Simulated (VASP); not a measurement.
# ReS2 in VASP: further runs

One sheet, ReS2, is run at these levels: LDA; tasks: single point.

Program: VASP 6.6.1. These are calculated values, not measurements. Logs are shortened: lines on timing, memory, paths and dates and some standing lists are left out, and cuts for length are marked.

### 1 The structure

The cell holds a sheet with vacuum, 24 atoms: a = 6.295 Å, b = 6.399 Å, c = 23.000 Å, α = 90.00°, β = 90.00°, γ = 61.24°.

The cell was built by a generator and needn't be a form met in nature.

### 2 Single point, LDA

Input file INCAR:

```
PREC     = Accurate       # precision mode
ENCUT    = 520            # plane-wave cutoff, eV
EDIFF    = 1E-7           # SCF threshold, eV
ISMEAR   = 0              # smearing method
SIGMA    = 0.01           # smearing width, eV
LREAL    = Auto         
LASPH    = True           # aspherical terms in the spheres
NELM     = 100            # most SCF steps
ALGO     = Fast           # electronic algorithm
ISIF     = 2              # what is computed and relaxed
LWAVE    = False          # write WAVECAR
LCHARG   = False          # write CHGCAR
NBANDS   = 94             # bands
```

Input file KPOINTS:

```
Automatic mesh
0
Gamma
  4 4 1
```

Input file POSCAR:

```
ReS2
1.0
    6.2948590681     -0.0069021581      0.0000000000
    3.0851120078      5.6056538369      0.0000000000
    0.0000000000      0.0000000000     23.0000000000
Re S
8 16
Direct
    0.2748650285      0.1452455907      0.3672634521
    0.3975672850      0.5197438525      0.3717582367
    0.8481434973      0.1181740563      0.3688761021
    0.8240950867      0.5469266539      0.3701434734
    0.6332456637      0.9507326124      0.6282417647
    0.7559479631      1.3252306802      0.6327365021
    1.2067179250      0.9235496511      0.6298565030
    1.1826694920      1.3523023511      0.6311239414
    1.0198586225      0.7366019935      0.3185257295
    0.4811946044      0.7682393452      0.3112698113
    0.1912115304      0.8966167295      0.4276185299
    0.1516346581      0.4390288469      0.4372371191
    0.6525008303      0.9283892891      0.4205552281
    0.9810594536      0.2743884478      0.2941546346
    0.6909916074      0.3908267718      0.4449066669
    0.5204505933      0.2269638403      0.3018391400
    1.3783120863      1.5420869972      0.5794447734
    0.8396014487      1.5738596188      0.5723814734
    0.5496182345      1.7022368889      0.6887301170
    0.5103626487      1.2435127889      0.6981608626
    1.0109542676      1.7338744497      0.6814744187
    1.3398213268      1.0796497451      0.5550933355
    1.0497535283      1.1960877700      0.7058453424
    0.8791783150      1.0314474060      0.5627628418
```

Potentials or basis: VASP PAW LDA potentials, release 64 (Re, S).

Launch:

```sh
$ cat potpaw_LDA.64/Re/POTCAR potpaw_LDA.64/S/POTCAR > POTCAR
$ mpirun -np 1 vasp_std > vasp.out
```

OUTCAR:

```text
PREC = Accurate
   ENCUT = 520
   EDIFF = 1E-7
   ISMEAR = 0
   LREAL = Auto
   LASPH = True
   NELM = 100
   ISIF = 2

 ion  position               nearest neighbor table
   1  0.275  0.145  0.367-  12 2.31  14 2.34  11 2.35  16 2.39  13 2.43  10 2.48   4 2.76   3 2.77
                             2 2.85
   2  0.398  0.520  0.372-  16 2.30  15 2.34  10 2.36  12 2.39   9 2.43  11 2.48   3 2.76   4 2.77
                             1 2.85
   3  0.848  0.118  0.369-  15 2.33  14 2.34  11 2.36  16 2.39  13 2.42   9 2.44   4 2.67   2 2.76
                             1 2.77
   4  0.824  0.547  0.370-  14 2.33  15 2.34  10 2.36  12 2.40   9 2.42  13 2.44   3 2.67   1 2.76
                             2 2.77
   5  0.633  0.951  0.628-  20 2.30  22 2.34  19 2.36  24 2.39  21 2.43  18 2.48   8 2.76   7 2.77
                             6 2.85
   6  0.756  0.325  0.633-  24 2.31  23 2.34  18 2.35  20 2.39  17 2.43  19 2.48   7 2.76   8 2.77
                             5 2.85
   7  0.207  0.924  0.630-  23 2.33  22 2.34  19 2.36  24 2.40  21 2.42  17 2.44   8 2.67   6 2.76
                             5 2.77
   8  0.183  0.352  0.631-  22 2.33  23 2.34  18 2.36  20 2.39  17 2.42  21 2.44   7 2.67   5 2.76
                             6 2.77
   9  0.020  0.737  0.319-   4 2.42   2 2.43   3 2.44
  10  0.481  0.768  0.311-   2 2.36   4 2.36   1 2.48
  11  0.191  0.897  0.428-   1 2.35   3 2.36   2 2.48
  12  0.152  0.439  0.437-   1 2.31   2 2.39   4 2.40
  13  0.653  0.928  0.421-   3 2.42   1 2.43   4 2.44
  14  0.981  0.274  0.294-   4 2.33   3 2.34   1 2.34
[... 8 lines left out ...]
  23  0.050  0.196  0.706-   7 2.33   8 2.34   6 2.34
  24  0.879  0.031  0.563-   6 2.31   5 2.39   7 2.40

  LATTYP: Found a simple monoclinic cell.
 ALAT       =     6.2948628521
 B/A-ratio  =     3.6537730115
 C/A-ratio  =     1.0164695853
 COS(beta)  =    -0.4811981039

  Lattice vectors:

 A1 = (   6.2948590681,  -0.0069021581,   0.0000000000)
 A2 = (   0.0000000000,   0.0000000000,  23.0000000000)
 A3 = (  -3.0851120078,  -5.6056538369,   0.0000000000)

Analysis of symmetry for initial positions (statically):
=====================================================================
 Subroutine PRICEL returns:
 Original cell was already a primitive cell.

 Routine SETGRP: Setting up the symmetry group for a
 simple monoclinic supercell.

 Subroutine GETGRP returns: Found  2 space group operations
 (whereof  1 operations were pure point group operations)
 out of a pool of  4 trial point group operations.

The static configuration has the point symmetry C_1 .
 The point group associated with its full space group is S_2 .

Analysis of symmetry for dynamics (positions and initial velocities):
=====================================================================
 Subroutine PRICEL returns:
 Original cell was already a primitive cell.

 Routine SETGRP: Setting up the symmetry group for a
 simple monoclinic supercell.

 Subroutine GETGRP returns: Found  2 space group operations
 (whereof  1 operations were pure point group operations)
 out of a pool of  4 trial point group operations.

The dynamic configuration has the point symmetry C_1 .
 The point group associated with its full space group is S_2 .

 Subroutine INISYM returns: Found  2 space group operations
 (whereof  1 operations are pure point group operations),
 and found     1 'primitive' translations

----------------------------------------------------------------------------------------

                                     Primitive cell

  volume of cell :     812.0862

  direct lattice vectors                    reciprocal lattice vectors
     6.294859068 -0.006902158  0.000000000     0.158763985 -0.087376904  0.000000000
     3.085112008  5.605653837  0.000000000     0.000195484  0.178283736  0.000000000
     0.000000000  0.000000000 23.000000000     0.000000000  0.000000000  0.043478261

  length of vectors
     6.294862852  6.398536633 23.000000000     0.181220104  0.178283844  0.043478261

  position of ions in fractional coordinates (direct lattice)
     0.274865029  0.145245591  0.367263452
     0.397567285  0.519743852  0.371758237
     0.848143497  0.118174056  0.368876102
     0.824095087  0.546926654  0.370143473
     0.633245664  0.950732612  0.628241765
     0.755947963  0.325230680  0.632736502
[... 16 lines left out ...]
     0.049753528  0.196087770  0.705845342
     0.879178315  0.031447406  0.562762842

  ion indices of the primitive-cell ions
   primitive index   ion index
                 1           1
                 2           2
                 3           3
                 4           4
                 5           5
                 6           6
[... 16 lines left out ...]
                23          23
                24          24

----------------------------------------------------------------------------------------

 KPOINTS: Automatic mesh

Automatic generation of k-mesh.
[... 42 lines left out ...]
   PREC   = accura    normal or accurate (medium, high low for compatibility)
   ISTART =      0    job   : 0-new  1-cont  2-samecut
   ICHARG =      2    charge: 1-file 2-atom 10-const
   ISPIN  =      1    spin polarized calculation?
   LNONCOLLINEAR =      F non collinear calculations
   LSORBIT =      F    spin-orbit coupling
   LASPH  =      T    aspherical Exc in radial PAW
   ENCUT  =  520.0 eV  38.22 Ry    6.18 a.u.  11.70 11.90 42.76*2*pi/ulx,y,z
   NELM   =    100;   NELMIN=  2; NELMDL= -5     # of ELM steps
   EDIFF  = 0.1E-06   stopping-criterion for ELM
   LREAL  =      T    real-space projection
   EDIFFG = 0.1E-05   stopping-criterion for IOM
   NSW    =      0    number of steps for IOM
   IBRION =     -1    ionic relax: 0-MD 1-quasi-New 2-CG
   NFREE  =      0    steps in history (QN), initial steepest desc. (CG)
   ISIF   =      2    stress and relaxation
   ISYM   =      2    0-nonsym 1-usesym 2-fastsym
   POTIM  = 0.5000    time-step for ionic-motion
   TEBEG  =    0.0;   TEEND  =   0.0 temperature during run
   PSTRESS=    0.0 pullay stress
   NELECT =     152.0000    total number of electrons
   NUPDOWN=      -1.0000    fix difference up-down
   EMIN   =  10.00;   EMAX   =-10.00  energy-range for DOS
   EFERMI =   0.00;   METHOD = LEGACY
   ISMEAR =     0;   SIGMA  =   0.01  broadening in eV -4-tet -1-fermi 0-gaus
   EFERMI_NEDOS =   21; number of points for ismear=-14 and -15
   IALGO  =     68    algorithm
   IMIX   =      4    mixing-type and parameters
     AMIX     =   0.40;   BMIX     =  1.00
     AMIX_MAG =   1.60;   BMIX_MAG =  1.00
  volume/ion in A,a.u.               =      33.84       228.34
  Fermi-wavevector in a.u.,A,eV,Ry     =   0.936459  1.769650 11.931697  0.876955
  Thomas-Fermi vector in A             =   2.063470
   LORBIT       =      0    0 simple, 1 ext, 2 COOP (PROOUT), +10 PAW based schemes
   GGA     = CA    functional components
   LHFCALC =     F    Hartree Fock is set to
   AEXX    =    0.0000 exact exchange contribution
   IVDW    =     0    specifies the selected vdW correction
   LEPSILON=     F    determine dielectric tensor
   LRPA    =     F    only Hartree local field effects (RPA)
 non-spin polarized calculation
 RMM-DIIS sequential band-by-band and
 Gauss-broadening in eV      SIGMA  =   0.01
  energy-cutoff  :      520.00
  volume of cell :      812.09
 maximum number of plane-waves:     21898
 NGX is ok and might be reduce to    48
   NGX = 23   NGY = 23   NGZ = 85

 number of electron     151.9999999 magnetization

 Free energy of the ion-electron system (eV)
  ---------------------------------------------------
  ext. energy  EPLUGINS =         0.00000000
  ---------------------------------------------------
  free energy    TOTEN  =      -200.07130562 eV

  energy without entropy =     -200.07130562  energy(sigma->0) =     -200.07130562

 E-fermi :   0.2059     XC(G=0):  -6.2077

 val. band max:        0.1336493605   @ k =   0.0000   0.0000   0.0000
 cond. band min:       1.4653374675   @ k =   0.0000   0.0000   0.0000
 fundamental gap:      1.3316881070
 Fermi energy:         0.2058921293

 k-point     1 :       0.0000    0.0000    0.0000
  band No.  band energies     occupation
      1     -14.9738      2.00000
      2     -14.8664      2.00000
      3     -13.4724      2.00000
      4     -13.3532      2.00000
      5     -13.0471      2.00000
      6     -12.9915      2.00000
[... 899 lines left out ...]
     87       2.5646      0.00000
     88       2.6989      0.00000
 [bands above 88 left out]

------------------------ aborting loop because EDIFF is reached ----------------------------------------

  FORCE on cell =-STRESS in cart. coord.  units (eV):
  Direction    XX          YY          ZZ          XY          YZ          ZX
  --------------------------------------------------------------------------------------
  -------------------------------------------------------------------------------------
  Total        2.6629069      2.7682121      2.5450721     -0.0495020     -0.1193629      0.0060911
  in kB        5.2536901      5.4614482      5.0212120     -0.0976632     -0.2354928      0.0120172
  external PRESSURE =       5.2454501 kB  Pullay stress =       0.0000000 kB

 VOLUME and BASIS-vectors are now :
 -----------------------------------------------------------------------------
  energy-cutoff  :      520.00
  volume of cell :      812.09
      direct lattice vectors                 reciprocal lattice vectors
     6.294859068 -0.006902158  0.000000000     0.158763985 -0.087376904  0.000000000
     3.085112008  5.605653837  0.000000000     0.000195484  0.178283736  0.000000000
     0.000000000  0.000000000 23.000000000     0.000000000  0.000000000  0.043478261

 POSITION                                       TOTAL-FORCE (eV/Angst)
 -----------------------------------------------------------------------------------
      2.17834      0.81230      8.44706         0.022643     -0.020140     -0.012498
      4.10610      2.91076      8.55044        -0.021572      0.024370      0.014415
      5.70352      0.65659      8.48415        -0.015801     -0.045641     -0.009222
      6.87489      3.06019      8.51330         0.011736      0.046709      0.006855
      6.91931      5.32511     14.44956         0.021572     -0.024370     -0.014415
      5.76196      1.81791     14.55294        -0.022643      0.020140      0.012498
[... 16 lines left out ...]
      0.91814      1.09886     16.23444        -0.000857     -0.001032      0.166942
      5.63132      0.17022     12.94355        -0.001401     -0.038347     -0.123673
 -----------------------------------------------------------------------------------
    total drift:                                0.001130      0.000935      0.006726

  FREE ENERGIE OF THE ION-ELECTRON SYSTEM (eV)
  ---------------------------------------------------
  free  energy   TOTEN  =      -200.0713056176 eV

  energy  without entropy=     -200.0713056176  energy(sigma->0) =     -200.07130562
```

It took 25 min on 1 thread of Intel Xeon Platinum 8559C (Emerald Rapids), shared host; peak memory 0.85 GiB.

Results:

```yaml
Free_energy: -200.0713 eV
Largest_force: 0.167 eV/Å
Band_gap_on_the_k_mesh: 1.33 eV, direct
```

Forces in eV/Å, atoms in the order of the input:
```
Re   0.023 -0.020 -0.012
Re  -0.022  0.024  0.014
Re  -0.016 -0.046 -0.009
Re   0.012  0.047  0.007
Re   0.022 -0.024 -0.014
Re  -0.023  0.020  0.012
Re  -0.012 -0.047 -0.007
Re   0.016  0.046  0.009
S    0.005  0.008 -0.070
S   -0.006  0.046 -0.089
S    0.006 -0.045  0.095
S    0.001  0.038  0.124
S   -0.006 -0.010  0.071
S    0.001  0.001 -0.167
S   -0.001  0.004  0.165
S   -0.002 -0.034 -0.131
S    0.006  0.010 -0.071
S   -0.006  0.045 -0.095
S    0.006 -0.046  0.089
S    0.002  0.034  0.131
S   -0.005 -0.008  0.070
S    0.001 -0.004 -0.165
S   -0.001 -0.001  0.167
S   -0.001 -0.038 -0.124
```

Levels at points of the mesh, in eV from the valence-band top:
```tsv
k point	band 74	band 75	band 76	band 77	band 78	band 79
(0.00, 0.00, 0.00)	-0.27	-0.20	0.00	1.33	1.43	1.98
(0.50, 0.00, 0.00)	-0.52	-0.44	-0.39	1.57	1.70	1.84
(0.00, 0.50, 0.00)	-0.37	-0.22	-0.20	1.54	1.69	1.83
(0.50, 0.50, 0.00)	-0.51	-0.45	-0.44	1.58	1.65	1.74
```

Caveat: spin-orbit coupling is left out, which moves the levels of the heavy elements.

### 3 Single point, LDA

Input file INCAR:

```
PREC = Accurate
ENCUT = 520
EDIFF = 1E-6
ISMEAR = 0
SIGMA = 0.01
LREAL = Auto
LASPH = True
NELM = 100
ALGO = Fast
ISIF = 2
LWAVE = False
LCHARG = False
NBANDS = 94
```

KPOINTS is that of step 2.

Input file POSCAR:

```
ReS2
1.0
    6.2948590681     -0.0069021581      0.0000000000
    3.0851120078      5.6056538369      0.0000000000
    0.0000000000      0.0000000000     23.0000000000
Re S
8 16
Direct
    0.2748650285      0.1452455907      0.3672634521
    0.3975672850      0.5197438525      0.3717582367
    0.8481434973      0.1181740563      0.3688761021
    0.8240950867      0.5469266539      0.3701434734
    0.6358669708      0.9453841003      0.6282417647
    0.7585692703      1.3198821681      0.6327365021
    1.2093392321      0.9182011390      0.6298565030
    1.1852907991      1.3469538390      0.6311239414
    1.0198586225      0.7366019935      0.3185257295
    0.4811946044      0.7682393452      0.3112698113
    0.1912115304      0.8966167295      0.4276185299
    0.1516346581      0.4390288469      0.4372371191
    0.6525008303      0.9283892891      0.4205552281
    0.9810594536      0.2743884478      0.2941546346
    0.6909916074      0.3908267718      0.4449066669
    0.5204505933      0.2269638403      0.3018391400
    1.3809333934      1.5367384851      0.5794447734
    0.8422227558      1.5685111067      0.5723814734
    0.5522395417      1.6968883768      0.6887301170
    0.5129839558      1.2381642768      0.6981608626
    1.0135755747      1.7285259376      0.6814744187
    1.3424426339      1.0743012330      0.5550933355
    1.0523748354      1.1907392579      0.7058453424
    0.8817996221      1.0260988939      0.5627628418
```

Potentials or basis: VASP PAW LDA potentials, release 64 (Re, S).

Launch:

```sh
$ cat potpaw_LDA.64/Re/POTCAR potpaw_LDA.64/S/POTCAR > POTCAR
$ mpirun -np 1 vasp_std > vasp.out
```

Run time: 19 min. Hardware: 1 thread of Intel Xeon 6975P-C (Granite Rapids), shared host; peak memory 0.87 GiB.

It converged, with:

```
Free energy            : -200.0716 eV
Largest force          : 0.167 eV/Å
Band gap on the k mesh : 1.33 eV, direct
```

Forces in eV/Å, atoms in the order of the input:
```
Re   0.023 -0.021 -0.014
Re  -0.021  0.021  0.014
Re  -0.015 -0.044 -0.012
Re   0.013  0.043  0.009
Re   0.021 -0.021 -0.014
Re  -0.023  0.021  0.014
Re  -0.013 -0.043 -0.009
Re   0.015  0.044  0.012
S    0.006  0.009 -0.071
S   -0.005  0.046 -0.090
S    0.004 -0.045  0.091
S    0.002  0.033  0.130
S   -0.005 -0.010  0.069
S    0.001  0.001 -0.167
S   -0.002  0.000  0.166
S   -0.002 -0.035 -0.131
S    0.005  0.010 -0.069
S   -0.004  0.045 -0.091
S    0.005 -0.046  0.090
S    0.002  0.035  0.131
S   -0.006 -0.009  0.071
S    0.002  0.000 -0.166
S   -0.001 -0.001  0.167
S   -0.002 -0.033 -0.130
```

Levels at points of the mesh, in eV from the valence-band top:
```csv
k point,band 72,band 73,band 74,band 75,band 76,band 77,band 78,band 79,band 80,band 81
"(0.00, 0.00, 0.00)",-0.40,-0.40,-0.27,-0.20,0.00,1.33,1.43,1.98,2.00,2.06
"(0.50, 0.00, 0.00)",-0.77,-0.55,-0.52,-0.45,-0.39,1.57,1.70,1.84,1.90,2.01
"(0.00, 0.50, 0.00)",-0.60,-0.45,-0.37,-0.22,-0.20,1.54,1.69,1.83,1.91,2.01
"(0.50, 0.50, 0.00)",-0.60,-0.59,-0.51,-0.45,-0.45,1.58,1.65,1.74,1.80,1.92
```

Caveat: spin-orbit coupling is left out, which moves the levels of the heavy elements.

### 4 Single point, LDA

This run uses another cell than the first one, of 34.22 Å³/atom, 1.011 times its volume.

Input file INCAR:

```
  PREC = Accurate
  ENCUT = 520
  EDIFF = 1E-7
  ISMEAR = 0
  SIGMA = 0.01
  LREAL = Auto
  LASPH = True
  NELM = 100
  ALGO = Fast
  ISIF = 2
  LWAVE = False
  LCHARG = False
  NBANDS = 94
```

KPOINTS is that of step 3.

Input file POSCAR:

```
ReS2
1.0
    6.3355089393      0.0000000000      0.0000000000
    3.1112149501      5.6366336777      0.0000000000
    0.0000000000      0.0000000000     23.0000000000
Re S
8 16
Direct
    0.1217509518      0.2112687337      0.3653067994
    0.2450136531      0.5872257259      0.3694618331
    0.6948876457      0.1860222256      0.3668415341
    0.6718826780      0.6124710129      0.3679249952
    0.7884176185      0.8779354004      0.6305241907
    0.9116803198      1.2538923926      0.6346792244
    1.3615543124      0.8526888923      0.6320589254
    1.3385493447      1.2791376796      0.6331423865
    0.8663834063      0.8035865928      0.3158850369
    0.3307780708      0.8320972237      0.3087007631
    0.0360291291      0.9663328396      0.4260844165
    0.0008929480      0.5029257807      0.4351155771
    0.5003993430      0.9948860370      0.4188878189
    0.8301116125      0.3387288555      0.2918739789
    0.5366324604      0.4597124372      0.4429240769
    0.3658437923      0.2955096511      0.2996888219
    1.5330500730      1.4702532595      0.5811024282
    0.9974447375      1.4987638904      0.5739181545
    0.7026957958      1.6329995063      0.6913018078
    0.6675596147      1.1695924474      0.7003329684
    1.1670660097      1.6615527037      0.6841052102
    1.4967782792      1.0053955222      0.5570913702
    1.2032991271      1.1263791039      0.7081414682
    1.0325104590      0.9621763178      0.5649062132
```

Launch:

```sh
$ cat potpaw_LDA.64/Re/POTCAR potpaw_LDA.64/S/POTCAR > POTCAR
$ mpirun -np 1 vasp_std > vasp.out
```

Run time: 20 min. Hardware: 1 thread of Intel Xeon 6975P-C (Granite Rapids), shared host; peak memory 0.87 GiB.

Results (log left out):

| Item | Value |
| --- | --- |
| Free energy | -199.7120 eV |
| Largest force | 0.485 eV/Å |
| Band gap on the k mesh | 1.34 eV, indirect (least direct gap 1.35 eV) |

Forces in eV/Å, atoms in the order of the input:
```
Re   0.121 -0.041 -0.141
Re  -0.103  0.000  0.034
Re  -0.101 -0.123 -0.084
Re   0.070  0.107 -0.026
Re   0.107 -0.007 -0.014
Re  -0.124  0.037  0.158
Re  -0.074 -0.115  0.042
Re   0.101  0.120  0.105
S    0.021  0.006  0.207
S   -0.041  0.154  0.132
S    0.061 -0.151 -0.375
S   -0.005  0.143 -0.229
S   -0.023 -0.014 -0.484
S   -0.045  0.052  0.084
S    0.043 -0.037 -0.147
S    0.031 -0.090  0.078
S    0.022  0.015  0.482
S   -0.064  0.157  0.369
S    0.038 -0.148 -0.138
S   -0.028  0.090 -0.092
S   -0.023 -0.006 -0.208
S   -0.040  0.040  0.132
S    0.049 -0.048 -0.099
S    0.007 -0.140  0.215
```

Levels at points of the mesh, in eV from the valence-band top:
| k point | band 74 | band 75 | band 76 | band 77 | band 78 | band 79 |
| --- | --- | --- | --- | --- | --- | --- |
| (0.00, 0.00, 0.00) | -0.25 | -0.15 | -0.01 | 1.34 | 1.41 | 1.98 |
| (0.50, 0.00, 0.00) | -0.42 | -0.33 | -0.30 | 1.54 | 1.63 | 1.93 |
| (0.00, 0.50, 0.00) | -0.31 | -0.21 | -0.15 | 1.65 | 1.71 | 1.83 |
| (0.50, 0.50, 0.00) | -0.43 | -0.33 | -0.29 | 1.62 | 1.67 | 1.80 |

Caveat: spin-orbit coupling is left out, which moves the levels of the heavy elements.
